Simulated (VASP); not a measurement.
# What spin-orbit coupling changes in Te2Mo, part 4 of 4

Aim: run bands, DOS and a relaxation of Te2Mo twice, without and with spin-orbit coupling. All runs use LDA. Left out of this account: 1 further run (self-consistent run: a reference on another mesh). The start is a cell from a database of measured crystal structures.

VASP 6.6.1, plane waves and PAW; the level of theory is named at each step.

Still holding for the runs below: The bonds form layers, held to each other by dispersion, which LDA lacks; its overbinding stands in for it by accident.

So far, least gap on mesh and path (eV): step 2 (bands along the symmetry lines (LDA)) 0.672; step 3 (bands along the symmetry lines (LDA + SOC)) 0.656.

## 7. Relaxing cell and atoms (LDA + SOC)

This step: LDA, spin-orbit coupling; plane waves and PAW (Te, Mo_sv) (VASP 6.6.1).

The same relaxation with spinors and spin-orbit coupling.

INCAR

```
SYSTEM = Te2Mo
PREC = Accurate
ENCUT = 400
EDIFF = 1E-06
NELM = 100
ISMEAR = -1
SIGMA = 0.05
LREAL = .FALSE.
ALGO = Normal
GGA = CA
LNONCOLLINEAR = .TRUE.
MAGMOM = 0 0 0 0 0 0 0 0 0 0 0 0 0 0 0 0 0 0
NBANDS = 64
GGA_COMPAT = .FALSE.
LASPH = .TRUE.
LSORBIT = .TRUE.
LMAXMIX = 4
LORBIT = 11
LWAVE = .FALSE.
LCHARG = .FALSE.
KPAR = 4
IBRION = 2
NSW = 60
ISIF = 3
EDIFFG = -0.01
```

POSCAR

```
Te2Mo
1.0
    3.5182000000      0.0000000000      0.0000000000
   -1.7591000000      3.0468505756      0.0000000000
    0.0000000000      0.0000000000     13.9736000000
Te Mo
4 2
Direct
    0.3333333333      0.6666666667      0.6210000000
    0.6666666667      0.3333333333      0.1210000000
    0.3333333333      0.6666666667      0.8790000000
    0.6666666667      0.3333333333      0.3790000000
    0.3333333333      0.6666666667      0.2500000000
    0.6666666667      0.3333333333      0.7500000000
```

KPOINTS

```
Automatic mesh
0
Gamma
7 7 2
0 0 0
```

PAW data sets: Te and Mo_sv (LDA family, release 64).

Command:

```sh
> mpirun -np 4 vasp_ncl
```

The program printed:

```text
[... set-up lines as in an earlier step ...]
 entering main loop
       N       E                     dE             d eps       ncg     rms          rms(c)
[... 16 cycles as in an earlier step ...]
   1 F= -.41851166E+02 E0= -.41851150E+02  d E =-.418512E+02  mag=     0.0000    -0.0000     0.0000
 curvature:   0.00 expect dE= 0.000E+00 dE for cont linesearch  0.000E+00
 trial: gam= 0.00000 g(F)=  0.941E-02 g(S)=  0.168E+00 ort = 0.000E+00 (trialstep = 0.100E+01)
 search vector abs. value=  0.177E+00
 bond charge predicted
       N       E                     dE             d eps       ncg     rms          rms(c)
DAV:   1    -0.441392466187E+02   -0.22881E+01   -0.52421E+01  2072   0.561E+01    0.181E+01
DAV:   2    -0.424255637233E+02    0.17137E+01   -0.14552E+01  2168   0.250E+01    0.716E+00
DAV:   3    -0.418745725453E+02    0.55099E+00   -0.36862E+00  2120   0.939E+00    0.482E+00
DAV:   4    -0.418091264810E+02    0.65446E-01   -0.33418E-01  2088   0.308E+00    0.162E+00
DAV:   5    -0.417887448291E+02    0.20382E-01   -0.11614E-01  2344   0.206E+00    0.155E+00
DAV:   6    -0.417844934089E+02    0.42514E-02   -0.10890E-02  2296   0.637E-01    0.985E-01
DAV:   7    -0.417826419440E+02    0.18515E-02   -0.13711E-02  2312   0.453E-01    0.187E-01
DAV:   8    -0.417827031042E+02   -0.61160E-04   -0.86529E-04  2216   0.138E-01    0.197E-01
DAV:   9    -0.417827180011E+02   -0.14897E-04   -0.11625E-04  2384   0.634E-02    0.400E-02
DAV:  10    -0.417827109243E+02    0.70767E-05   -0.22523E-05  2272   0.308E-02    0.398E-02
DAV:  11    -0.417827096670E+02    0.12573E-05   -0.29100E-06  2128   0.846E-03    0.345E-02
DAV:  12    -0.417827094720E+02    0.19498E-06   -0.74525E-07  1216   0.455E-03
   2 F= -.41782709E+02 E0= -.41782689E+02  d E =0.684569E-01  mag=    -0.0000     0.0000    -0.0000
[... from here on, the cycles between the ionic steps are left out ...]
   3 F= -.41884626E+02 E0= -.41884609E+02  d E =-.334600E-01  mag=     0.0000     0.0000    -0.0000
   4 F= -.41889947E+02 E0= -.41889933E+02  d E =-.532073E-02  mag=    -0.0000    -0.0000     0.0000
   5 F= -.41890337E+02 E0= -.41890323E+02  d E =-.571076E-02  mag=    -0.0000     0.0000     0.0000
   6 F= -.41891301E+02 E0= -.41891286E+02  d E =-.963581E-03  mag=    -0.0000     0.0000     0.0000
   7 F= -.41892949E+02 E0= -.41892929E+02  d E =-.261145E-02  mag=     0.0000     0.0000     0.0000
   8 F= -.41893409E+02 E0= -.41893389E+02  d E =-.460401E-03  mag=     0.0000    -0.0000    -0.0000
   9 F= -.41894275E+02 E0= -.41894253E+02  d E =-.132617E-02  mag=    -0.0000     0.0000    -0.0000
  10 F= -.41893694E+02 E0= -.41893667E+02  d E =-.745308E-03  mag=     0.0000     0.0000     0.0000
  11 F= -.41894417E+02 E0= -.41894394E+02  d E =-.146850E-02  mag=    -0.0000    -0.0000    -0.0000
  12 F= -.41894520E+02 E0= -.41894496E+02  d E =-.103335E-03  mag=    -0.0000    -0.0000    -0.0000
  13 F= -.41894631E+02 E0= -.41894604E+02  d E =-.213817E-03  mag=    -0.0000    -0.0000     0.0000
 curvature:  -2.14 expect dE=-0.232E-03 dE for cont linesearch -0.502E-05
 ZBRENT: extrapolating
 opt :   0.8115  next Energy=   -41.894637 (dE=-0.220E-03)
 bond charge predicted
       N       E                     dE             d eps       ncg     rms          rms(c)
DAV:   1    -0.418948481524E+02   -0.21652E-03   -0.72020E-03  2072   0.568E-01    0.120E-01
DAV:   2    -0.418947253626E+02    0.12279E-03   -0.16261E-03  2208   0.245E-01    0.115E-01
DAV:   3    -0.418946447041E+02    0.80658E-04   -0.24392E-04  2200   0.787E-02    0.235E-02
DAV:   4    -0.418946383243E+02    0.63799E-05   -0.45566E-05  2384   0.279E-02    0.219E-02
DAV:   5    -0.418946358877E+02    0.24366E-05   -0.13214E-05  2368   0.226E-02    0.228E-02
DAV:   6    -0.418946358369E+02    0.50744E-07   -0.76278E-07  1224   0.459E-03
  14 F= -.41894636E+02 E0= -.41894608E+02  d E =-.218812E-03  mag=    -0.0000     0.0000    -0.0000
 curvature:  -2.80 expect dE=-0.209E-03 dE for cont linesearch -0.194E-06
 trial: gam=-0.15895 g(F)=  0.110E-04 g(S)=  0.638E-04 ort =-0.163E-04 (trialstep = 0.339E+00)
 search vector abs. value=  0.177E-03
 reached required accuracy - stopping structural energy minimisation
```

Run time: 5.6 min. Hardware: 4 MPI ranks of Intel Xeon 6975P-C (Granite Rapids), shared host; peak memory 1.9 GiB.

Parts of OUTCAR (step 7):

```text
   NELECT =      52.0000    total number of electrons

 E-fermi :   8.9528

 k-point     1 :       0.0000    0.0000    0.0000
  band No.  band energies     occupation
    ...
     48       7.6863      1.00000
     49       8.3459      0.99999
     50       8.3459      0.99999
     51       8.6300      0.99843
     52       8.6300      0.99843
     53      11.2470      0.00000
     54      11.2470      0.00000
     55      11.4055      0.00000
     56      11.4055      0.00000
     57      11.5085      0.00000
    ...

  Total       -0.0525451     -0.0525451     -0.0491198      0.0000000      0.0000000      0.0000000
  in kB       -0.5861104     -0.5861104     -0.5479027      0.0000000      0.0000000      0.0000000
  external PRESSURE =      -0.5733745 kB  Pullay stress =       0.0000000 kB

 POSITION                                       TOTAL-FORCE (eV/Angst)
 -----------------------------------------------------------------------------------
     -0.00000      2.00638      8.49991        -0.000000     -0.000000      0.007555
      1.73757      1.00319      1.63306         0.000000      0.000000      0.007555
     -0.00000      2.00638     12.10063        -0.000000     -0.000000     -0.007555
      1.73757      1.00319      5.23379         0.000000      0.000000     -0.007555
     -0.00000      2.00638      3.43342         0.000000     -0.000000      0.000000
      1.73757      1.00319     10.30027        -0.000000      0.000000      0.000000
 -----------------------------------------------------------------------------------
    total drift:                               -0.000000      0.000000     -0.000000

  FREE ENERGIE OF THE ION-ELECTRON SYSTEM (eV)
  ---------------------------------------------------
  free  energy   TOTEN  =       -41.8946358369 eV

  energy  without entropy=      -41.8945806340  energy(sigma->0) =      -41.89460824

 Spin-Orbit-Coupling matrix elements
 Ion:    1  E_soc:     -0.2097242
 Ion:    2  E_soc:     -0.2097242
 Ion:    3  E_soc:     -0.2097242
 Ion:    4  E_soc:     -0.2097242
 Ion:    5  E_soc:     -0.2130200
 Ion:    6  E_soc:     -0.2130200

 magnetization (x)
# of ion       s       p       d       tot
------------------------------------------
    1        0.000   0.000  -0.000   0.000
    2       -0.000  -0.000   0.000  -0.000
    3       -0.000  -0.000   0.000  -0.000
    4        0.000   0.000  -0.000   0.000
    5        0.000   0.000   0.000   0.000
    6        0.000  -0.000  -0.000  -0.000
--------------------------------------------------
tot          0.000   0.000  -0.000   0.000

 magnetization (y)
# of ion       s       p       d       tot
------------------------------------------
    1        0.000   0.000   0.000   0.000
    2        0.000   0.000   0.000   0.000
    3        0.000   0.000   0.000   0.000
    4        0.000   0.000   0.000   0.000
    5        0.000   0.000   0.000   0.000
    6        0.000   0.000   0.000   0.000
--------------------------------------------------
tot          0.000   0.000   0.000   0.000

[... 10 parts as in an earlier step ...]

[... 9 further parts left out ...]
```

CONTCAR:

```
Te2Mo
   1.00000000000000
     3.4751445522273681   -0.0000000000000000    0.0000000000000000
    -1.7375722761136840    3.0095634640573818   -0.0000000000000000
     0.0000000000000000   -0.0000000000000000   13.7336936822366216
  Te              Mo
     4     2
Direct
     0.3333333332999970    0.6666666667000030    0.6189089415378429
     0.6666666667000030    0.3333333332999970    0.1189089415378427
     0.3333333332999970    0.6666666667000030    0.8810910584621571
     0.6666666667000030    0.3333333332999970    0.3810910584621572
     0.3333333332999970    0.6666666667000030    0.2500000000000000
     0.6666666667000030    0.3333333332999970    0.7500000000000000
```

Step by step:

```tsv
step	energy less that of the first step (eV)	largest force (eV/Å)	pressure (GPa)	volume (Å³)
1	0.0000	0.2208	-2.82	149.79
2	0.0685	0.8932	5.24	140.47
3	-0.0335	0.1579	-0.13	146.29
4	-0.0388	0.0740	-0.11	145.57
5	-0.0392	0.0441	-0.08	145.30
6	-0.0401	0.0521	0.03	144.96
7	-0.0418	0.0767	0.36	143.94
8	-0.0422	0.0615	0.27	143.95
9	-0.0431	0.0155	0.03	143.96
10	-0.0425	0.0751	-0.45	143.98
11	-0.0433	0.0123	-0.13	143.96
12	-0.0434	0.0114	-0.11	143.88
13	-0.0435	0.0088	-0.07	143.69
14	-0.0435	0.0076	-0.06	143.64
```

```tsv
conventional cell, symmetrised	before	after	change
a (Å)	3.518	3.475	-1.2 %
b (Å)	3.518	3.475	-1.2 %
c (Å)	13.974	13.734	-1.7 %
volume (Å³/atom)	24.96	23.94	-4.1 %
```

The atoms that moved most (Å, as changes of fractional coordinates times the final cell):

```tsv
atom	dx	dy	dz	length
Te1	0.000	0.000	-0.029	0.029
Te3	0.000	0.000	0.029	0.029
Te2	0.000	0.000	-0.029	0.029
Te4	0.000	0.000	0.029	0.029
```

Final coordinates:

```cif
data_structure
_symmetry_space_group_name_H-M 'P 1'
_symmetry_Int_Tables_number 1
_cell_length_a 3.4751
_cell_length_b 3.4751
_cell_length_c 13.7337
_cell_angle_alpha 90.000
_cell_angle_beta 90.000
_cell_angle_gamma 120.000
_cell_volume 143.64
loop_
_atom_site_label
_atom_site_type_symbol
_atom_site_fract_x
_atom_site_fract_y
_atom_site_fract_z
_atom_site_occupancy
Te1 Te 0.33333 0.66667 0.61891 1
Te2 Te 0.66667 0.33333 0.11891 1
Te3 Te 0.33333 0.66667 0.88109 1
Te4 Te 0.66667 0.33333 0.38109 1
Mo5 Mo 0.33333 0.66667 0.25000 1
Mo6 Mo 0.66667 0.33333 0.75000 1
```

Numbers from this step:

| Quantity | Value |
| --- | --- |
| bands | 64 |
| free energy (TOTEN) | -41.89 eV |
| Fermi energy | 8.953 eV |
| pressure | -0.05734 GPa |
| SCF cycles over all ionic steps | 119 |
| gap on the k-mesh | 0.7382 eV |
| least direct gap on the k-mesh | 1.228 eV |

On-site spin-orbit energy by atom:

```tsv
atom	on-site spin-orbit energy (eV)
Te1	-0.210
Te2	-0.210
Te3	-0.210
Te4	-0.210
Mo5	-0.213
Mo6	-0.213
```

The cell ends at 23.94 Å³/atom, under 0.05 % from the run without the coupling. The run took 4.4 times the core time, with 64 spinor bands against 32.

The cell shrank by 4.1 % in volume. From the first step to the last the energy fell by 0.043 eV, and the largest move was 0.029 Å (Te1 and 3 other atoms alike).

## 8. The runs together

| quantity | without | with spin-orbit coupling |
| --- | --- | --- |
| gap (eV) | 0.672 | 0.656 |
| core minutes, bands | 3 | 15 |
| core minutes, DOS | 0.64 | 3.2 |
| relaxed volume (Å³/atom) | 23.94 | 23.94 |
| core minutes, relaxation | 5.1 | 22 |

## 9. What came out

| Quantity | Value |
| --- | --- |
| gap (eV), without → with | 0.672 → 0.656 |
| relaxed volume (Å³/atom), without → with | 23.94 → 23.94 |

**Reading.** Spin-orbit coupling moves the gap of Te2Mo from 0.67 to 0.66 eV. The relaxed volume moves by under 0.05 %. The spinor runs cost 4.4 to 5 times as much, on a shared host. Semilocal functionals usually underestimate gaps. The bonds form layers, and without a dispersion term the spacing between them, and what depends on it, is unreliable.

[Lines on the potential files, build, host, timing and source positions are cut from VASP's logs without a mark.]

[Logs are printed without paths, hosts, clocks, repeated set-up lines and the standing remarks that a program may print on its own settings, such as how far it seeks lower states.]

[Hosts, paths, dates, database ids (printed as entryN), source tags and the programs' standing remarks are cut or masked in the printed files.]

[A measured line is paired with the nearest computed mode of its activity, which favours agreement.]
